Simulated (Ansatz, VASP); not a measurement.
# Cross-check of Al2O3 (Corundum) between VASP and Ansatz, part 2 of 3

Wanted: the spread between two codes on one cell, functional and k mesh. The cell is taken from a series of runs on this material, whose earlier steps may have relaxed, scaled, displaced or heated it; both programs get it as it stands.

VASP 6.6.1 and Ansatz 0.2.0.

So far: Starting point; Ansatz: zone-centre phonons, LDA.

### Step 3. VASP: zone-centre phonons, LDA

Level of this step: LDA; plane waves and PAW (O, Al) (VASP).

The same cell, functional (in two slightly different forms) and mesh now go to VASP, with its own data sets.

Lines of VASP's logs that name or quote its potential files are left out, and so is its time.

Contents of INCAR:

```
SYSTEM = Al2O3
PREC = Accurate
ENCUT = 600
EDIFF = 1E-08
NELM = 120
ISMEAR = 0
SIGMA = 0.01
LREAL = .FALSE.
ALGO = Normal
GGA = CA
NBANDS = 34
LORBIT = 11
LWAVE = .FALSE.
LCHARG = .FALSE.
ISIF = 2
IBRION = 8
LEPSILON = .TRUE.
LASPH = .TRUE.
GGA_COMPAT = .FALSE.
EFERMI = MIDGAP
KPAR = 2
```

Contents of POSCAR:

```
Al2O3
1.0
    2.3643413928      1.3650531396      4.2966967113
   -2.3643413928      1.3650531396      4.2966967113
    0.0000000000     -2.7301062792      4.2966967113
O Al
6 4
Direct
    0.5558304384      0.9441695616      0.2500000000
    0.2500000000      0.5558304384      0.9441695616
    0.9441695616      0.2500000000      0.5558304384
    0.4441695616      0.0558304384      0.7500000000
    0.7500000000      0.4441695616      0.0558304384
    0.0558304384      0.7500000000      0.4441695616
    0.3519802946      0.3519802946      0.3519802946
    0.1480197054      0.1480197054      0.1480197054
    0.6480197054      0.6480197054      0.6480197054
    0.8519802946      0.8519802946      0.8519802946
```

Contents of KPOINTS:

```
Automatic mesh
0
Gamma
6 6 6
0 0 0
```

Potentials, in the order of the species: O and Al (LDA family, release 64).

The run is started by

```console
$ mpirun -np 2 vasp_std
```

What it wrote:

```text
[banner, memory and clock lines left out]
running    2 mpi-ranks, on    1 nodes
 distrk:  each k-point on    1 cores,    2 groups
 distr:  one band on    1 cores,    1 groups

 POSCAR found type information on POSCAR O Al
 POSCAR found :  2 types and      10 ions
 LDA part: xc-table for (Slater(with rela. corr.)+CA(PZ))
 , standard interpolation
 POSCAR, INCAR and KPOINTS ok, starting setup
 FFT: planning ... GRIDC
 FFT: planning ... GRID_SOFT
 FFT: planning ... GRID
 WAVECAR not read
 entering main loop
       N       E                     dE             d eps       ncg     rms          rms(c)
DAV:   1     0.240947287495E+03    0.24095E+03   -0.27598E+04  2176   0.151E+03
DAV:   2    -0.782272936100E+02   -0.31917E+03   -0.30846E+03  2762   0.309E+02
DAV:   3    -0.914954891968E+02   -0.13268E+02   -0.13221E+02  2800   0.640E+01
DAV:   4    -0.915967434269E+02   -0.10125E+00   -0.10118E+00  2696   0.638E+00
DAV:   5    -0.915976960704E+02   -0.95264E-03   -0.95244E-03  2730   0.622E-01    0.177E+01
DAV:   6    -0.833243999001E+02    0.82733E+01   -0.30023E+01  2642   0.292E+01    0.635E+00
DAV:   7    -0.832130429419E+02    0.11136E+00   -0.85421E-01  2598   0.463E+00    0.321E+00
DAV:   8    -0.831328336887E+02    0.80209E-01   -0.75180E-02  2710   0.208E+00    0.739E-01
DAV:   9    -0.831259741430E+02    0.68595E-02   -0.12868E-02  2792   0.605E-01    0.269E-01
DAV:  10    -0.831260415462E+02   -0.67403E-04   -0.46568E-04  2584   0.136E-01    0.640E-02
DAV:  11    -0.831260218546E+02    0.19692E-04   -0.13208E-04  2678   0.678E-02    0.262E-02
DAV:  12    -0.831260219808E+02   -0.12621E-06   -0.40341E-06  2710   0.137E-02    0.621E-03
DAV:  13    -0.831260216868E+02    0.29399E-06   -0.11446E-06  2644   0.631E-03    0.160E-03
DAV:  14    -0.831260216845E+02    0.23301E-08   -0.48633E-08  2540   0.132E-03
   1 F= -.83126022E+02 E0= -.83126022E+02  d E =0.000000E+00
 Linear response reoptimize wavefunctions to high precision
DAV:   1    -0.831260216846E+02   -0.74579E-10   -0.34721E-09  1812   0.316E-04
DAV:   2    -0.831260216846E+02   -0.98680E-10   -0.51501E-10  1408   0.136E-04
 Linear response G [H, r] |phi>, progress :
  Direction:   1
       N       E                     dE             d eps       ncg     rms
RMM:   1    -0.197063911512E+03   -0.19706E+03    0.12932E+02  5044   0.922E+01
RMM:   2    -0.171014384371E+03    0.26050E+02   -0.10661E+01  3745   0.184E+01
RMM:   3    -0.171065287416E+03   -0.50903E-01   -0.10685E-01  3925   0.181E+00
RMM:   4    -0.171066913730E+03   -0.16263E-02   -0.13975E-03  4091   0.238E-01
RMM:   5    -0.171066938820E+03   -0.25090E-04    0.61973E-04  4126   0.492E-02
RMM:   6    -0.171066938142E+03    0.67799E-06    0.67307E-04  4175   0.277E-02
RMM:   7    -0.171066935961E+03    0.21806E-05    0.69757E-04  4190   0.254E-02
RMM:   8    -0.171066935904E+03    0.57060E-07    0.69354E-04  4104   0.252E-02
RMM:   9    -0.171066937410E+03   -0.15060E-05    0.71576E-04  3883   0.252E-02
 Linear response G [H, r] |phi>, progress :
  Direction:   2
       N       E                     dE             d eps       ncg     rms
RMM:   1    -0.198874728058E+03   -0.19887E+03    0.12424E+02  5013   0.925E+01
RMM:   2    -0.172972967609E+03    0.25902E+02   -0.10696E+01  3769   0.185E+01
RMM:   3    -0.173020351749E+03   -0.47384E-01   -0.10710E-01  3915   0.179E+00
RMM:   4    -0.173021691187E+03   -0.13394E-02   -0.23717E-03  4085   0.234E-01
RMM:   5    -0.173021714244E+03   -0.23057E-04   -0.42309E-04  4140   0.475E-02
RMM:   6    -0.173021715347E+03   -0.11026E-05   -0.39164E-04  4174   0.267E-02
RMM:   7    -0.173021713812E+03    0.15351E-05   -0.37405E-04  4179   0.244E-02
RMM:   8    -0.173021713159E+03    0.65257E-06   -0.35690E-04  4095   0.242E-02
RMM:   9    -0.173021716024E+03   -0.28652E-05   -0.31956E-04  3881   0.242E-02
RMM:  10    -0.173021712549E+03    0.34749E-05    0.22308E-05  3852   0.243E-02
 Linear response G [H, r] |phi>, progress :
  Direction:   3
       N       E                     dE             d eps       ncg     rms
RMM:   1    -0.197006528171E+03   -0.19701E+03    0.12493E+02  4903   0.924E+01
RMM:   2    -0.171987499661E+03    0.25019E+02   -0.10032E+01  3782   0.178E+01
RMM:   3    -0.172031007628E+03   -0.43508E-01   -0.10004E-01  3861   0.174E+00
RMM:   4    -0.172032449993E+03   -0.14424E-02   -0.11562E-03  4024   0.221E-01
RMM:   5    -0.172032464779E+03   -0.14786E-04    0.62444E-04  4093   0.457E-02
RMM:   6    -0.172032460086E+03    0.46939E-05    0.71287E-04  4134   0.255E-02
RMM:   7    -0.172032459866E+03    0.21949E-06    0.71567E-04  4157   0.233E-02
RMM:   8    -0.172032459917E+03   -0.51186E-07    0.71016E-04  4007   0.231E-02
RMM:   9    -0.172032476929E+03   -0.17011E-04    0.50443E-04  3854   0.231E-02
RMM:  10    -0.172032485774E+03   -0.88455E-05    0.64054E-04  3813   0.231E-02
 Linear response to external field (no local field effect), progress :
  Direction:   1
[...]
Direction:   3
       N       E                     dE             d eps       ncg     rms          rms(c)
RMM:   1    -0.530726872407E+00   -0.53073E+00   -0.13811E+00  4073   0.278E+00
RMM:   2    -0.529546007870E+00    0.11809E-02   -0.83745E-03  3689   0.401E-01    0.117E+00
RMM:   3    -0.516627710881E+00    0.12918E-01   -0.77918E-03  3676   0.443E-01    0.684E-01
[...]
RMM:   5    -0.366965272557E+00    0.42005E-04   -0.40397E-05 14206   0.296E-02    0.453E-03
RMM:   6    -0.367026032493E+00   -0.60760E-04   -0.11093E-06 14560   0.485E-03    0.146E-03
RMM:   7    -0.367015592286E+00    0.10440E-04   -0.26317E-07 14542   0.190E-03    0.710E-04
RMM:   8    -0.367023369135E+00   -0.77768E-05   -0.36519E-07 14615   0.120E-03    0.167E-04
RMM:   9    -0.367023116739E+00    0.25240E-06   -0.34643E-07 14634   0.750E-04    0.809E-05
RMM:  10    -0.367023158119E+00   -0.41380E-07   -0.11368E-06 14693   0.731E-04    0.113E-05
RMM:  11    -0.367023153757E+00    0.43619E-08   -0.15762E-06 15025   0.723E-04    0.593E-06
RMM:  12    -0.367023186157E+00   -0.32401E-07   -0.57105E-07 15181   0.719E-04    0.137E-06
RMM:  13    -0.367023185341E+00    0.81682E-09    0.76969E-08 15369   0.715E-04    0.562E-07
 first order change of Fermi-energy  -0.10538E-04
 force on displaced ion       1 direction 2 :  -0.001 -19.276   6.195
 Born effective charge ion    1 direction 2 :   0.000  -1.863   0.337
 Linear response progress:
  Degree of freedom:   3/  5
       N       E                     dE             d eps       ncg     rms          rms(c)
RMM:   1    -0.369206421416E+00   -0.36921E+00    0.36414E-01 14585   0.299E+00
RMM:   2    -0.364980626102E+00    0.42258E-02   -0.60455E-03 13305   0.382E-01    0.170E-01
RMM:   3    -0.366003587491E+00   -0.10230E-02   -0.11664E-03 12083   0.157E-01    0.845E-02
RMM:   4    -0.367847551709E+00   -0.18440E-02   -0.10862E-03 12938   0.140E-01    0.184E-02
RMM:   5    -0.367814839109E+00    0.32713E-04   -0.53310E-05 13852   0.334E-02    0.496E-03
RMM:   6    -0.367910949858E+00   -0.96111E-04   -0.56476E-06 14474   0.899E-03    0.158E-03
RMM:   7    -0.367911214140E+00   -0.26428E-06   -0.34066E-07 14500   0.182E-03    0.496E-04
RMM:   8    -0.367913918841E+00   -0.27047E-05   -0.22763E-07 14570   0.873E-04    0.195E-04
RMM:   9    -0.367913806964E+00    0.11188E-06   -0.75709E-08 14604   0.733E-04    0.382E-05
RMM:  10    -0.367913752487E+00    0.54477E-07    0.53524E-07 14705   0.706E-04    0.144E-05
RMM:  11    -0.367913726544E+00    0.25944E-07   -0.14085E-06 14951   0.700E-04    0.289E-06
RMM:  12    -0.367913750118E+00   -0.23574E-07   -0.35984E-07 15052   0.697E-04    0.855E-07
RMM:  13    -0.367913757029E+00   -0.69108E-08   -0.41017E-07 15215   0.694E-04    0.539E-07
RMM:  14    -0.367913756216E+00    0.81260E-09   -0.35676E-07 15270   0.691E-04    0.229E-07
RMM:  15    -0.367913755619E+00    0.59754E-09   -0.18692E-07 15622   0.689E-04    0.201E-07
RMM:  16    -0.367913755463E+00    0.15541E-09   -0.22492E-07 15879   0.688E-04    0.124E-07
RMM:  17    -0.367913755295E+00    0.16766E-09   -0.25407E-07 16181   0.687E-04    0.121E-07
RMM:  18    -0.367913755180E+00    0.11569E-09   -0.27842E-07 16436   0.686E-04    0.779E-08
 first order change of Fermi-energy   0.31066E-04
 force on displaced ion       1 direction 3 :  -0.000   6.194 -16.258
 Born effective charge ion    1 direction 3 :  -0.000   0.246  -1.941
 Linear response progress:
  Degree of freedom:   4/  5
       N       E                     dE             d eps       ncg     rms          rms(c)
RMM:   1    -0.159806334699E-01   -0.15981E-01    0.12344E-02 22565   0.101E+00
RMM:   2    -0.898043910666E-02    0.70002E-02   -0.23785E-03 13657   0.278E-01    0.933E-02
RMM:   3    -0.881697405115E-02    0.16347E-03   -0.38511E-04 13774   0.745E-02    0.472E-02
RMM:   4    -0.876136773117E-02    0.55606E-04   -0.97224E-05 13980   0.316E-02    0.185E-02
RMM:   5    -0.875628113228E-02    0.50866E-05   -0.31108E-05 14052   0.149E-02    0.401E-03
RMM:   6    -0.874907418503E-02    0.72069E-05   -0.61255E-06 14205   0.454E-03    0.804E-04
RMM:   7    -0.874790145046E-02    0.11727E-05    0.64006E-07 14522   0.830E-04    0.348E-04
RMM:   8    -0.874791256747E-02   -0.11117E-07   -0.31521E-07 14560   0.357E-04    0.623E-05
RMM:   9    -0.874790343411E-02    0.91334E-08   -0.50366E-07 14590   0.162E-04    0.192E-05
RMM:  10    -0.874792417383E-02   -0.20740E-07   -0.21087E-07 14643   0.132E-04    0.994E-06
RMM:  11    -0.874794185836E-02   -0.17685E-07   -0.26947E-07 14751   0.126E-04    0.229E-06
RMM:  12    -0.874794783755E-02   -0.59792E-08   -0.37635E-07 14830   0.121E-04    0.174E-06
RMM:  13    -0.874794649822E-02    0.13393E-08   -0.32612E-07 14780   0.119E-04    0.292E-07
RMM:  14    -0.874794061567E-02    0.58825E-08   -0.26806E-07 14529   0.118E-04    0.250E-07
RMM:  15    -0.874794072079E-02   -0.10511E-09   -0.17578E-07 14780   0.117E-04    0.925E-08
 first order change of Fermi-energy  -0.58366E-06
 force on displaced ion       7 direction 1 : -20.864  -0.000  -0.000
 Born effective charge ion    7 direction 1 :   2.940   0.026   0.000
 Linear response progress:
  Degree of freedom:   5/  5
       N       E                     dE             d eps       ncg     rms          rms(c)
RMM:   1    -0.188627167173E-01   -0.18863E-01   -0.18166E-02  8094   0.999E-01
RMM:   2    -0.880158537001E-02    0.10061E-01   -0.21864E-03  4801   0.276E-01    0.804E-02
RMM:   3    -0.858742784326E-02    0.21416E-03   -0.12378E-04  5018   0.555E-02    0.471E-02
RMM:   4    -0.848031288143E-02    0.10711E-03   -0.14860E-04  4985   0.562E-02    0.809E-03
RMM:   5    -0.846785728471E-02    0.12456E-04    0.22318E-05  5013   0.975E-03    0.393E-03
RMM:   6    -0.846685882067E-02    0.99846E-06    0.43397E-06  5113   0.401E-03    0.163E-03
RMM:   7    -0.846472523188E-02    0.21336E-05    0.27577E-06  5133   0.157E-03    0.492E-04
RMM:   8    -0.846530598001E-02   -0.58075E-06    0.15117E-07  5183   0.615E-04    0.165E-04
RMM:   9    -0.846525605657E-02    0.49923E-07    0.55365E-07  5174   0.239E-04    0.391E-05
RMM:  10    -0.846532352666E-02   -0.67470E-07    0.49106E-07  5214   0.150E-04    0.173E-05
RMM:  11    -0.846531235727E-02    0.11169E-07   -0.18870E-08  5215   0.125E-04    0.324E-06
RMM:  12    -0.846533652650E-02   -0.24169E-07    0.22273E-07  5269   0.114E-04    0.148E-06
RMM:  13    -0.846533368711E-02    0.28394E-08   -0.15929E-07  5221   0.112E-04    0.612E-07
RMM:  14    -0.846533679600E-02   -0.31089E-08   -0.17690E-07  5113   0.110E-04    0.237E-07
RMM:  15    -0.846534041022E-02   -0.36142E-08   -0.28123E-07  5105   0.109E-04    0.620E-08
 first order change of Fermi-energy   0.28565E-01
 force on displaced ion       7 direction 3 :   0.000  -0.000 -19.451
 Born effective charge ion    7 direction 3 :   0.000   0.000   2.911
 Born effective charges drift removed
 Linear response finished
```

(Part 2 of 3 ends here.)

[Lines on the potential files, build, host, timing and source positions are cut from VASP's logs without a mark.]

[Logs are printed without paths, hosts, clocks, repeated set-up lines and the standing remarks that a program may print on its own settings, such as how far it seeks lower states.]

[Hosts, paths, dates, database ids (printed as entryN), source tags and the programs' standing remarks are cut or masked in the printed files.]
